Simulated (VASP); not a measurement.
A run of VASP 6.6.1:

INCAR

```
  PREC = Accurate
  ENCUT = 520
  EDIFF = 1E-7
  ISMEAR = 0
  SIGMA = 0.05
  LREAL = False
  LASPH = True
  NELM = 120
  ALGO = Normal
  ISIF = 2
  LWAVE = False
  LCHARG = False
  ISPIN = 2
  MAGMOM = 0 0
  LORBIT = 11
  LMAXMIX = 6
  LDAU = True
  LDAUTYPE = 2
  LDAUL = 3 -1
  LDAUU = 8 0
  LDAUJ = 0 0
  LDAUPRINT = 1
  GGA = CA
  NBANDS = 24
```

Contents of KPOINTS:

```
regular mesh
0
Gamma
  6 6 6
```

File POSCAR:

```
DyO
1.0
    0.0000000000      2.5261071900      2.5261071900
    2.5261071900      0.0000000000      2.5261071900
    2.5261071900      2.5261071900      0.0000000000
Dy O
1 1
Direct
    0.0000000000      0.0000000000      0.0000000000
    0.2500000000      0.2500000000      0.2500000000
```

Potentials or basis: VASP PAW PBE potentials, release 64 (Dy, O).

The run is started by

```console
$ cat potpaw_PBE.64/Dy/POTCAR potpaw_PBE.64/O/POTCAR > POTCAR
$ mpirun -np 1 vasp_std > vasp.out
```

Hardware: 1 thread of AMD EPYC 7R43 64-Core Processor (Zen 3) (shared host).

Task: Estimate the wall time of this run.

Result: It took 4.1 min on 1 thread of AMD EPYC 7R43 64-Core Processor (Zen 3) (shared host), peak memory 0.14 GiB. Counts: scf iterations 77, k points 16.
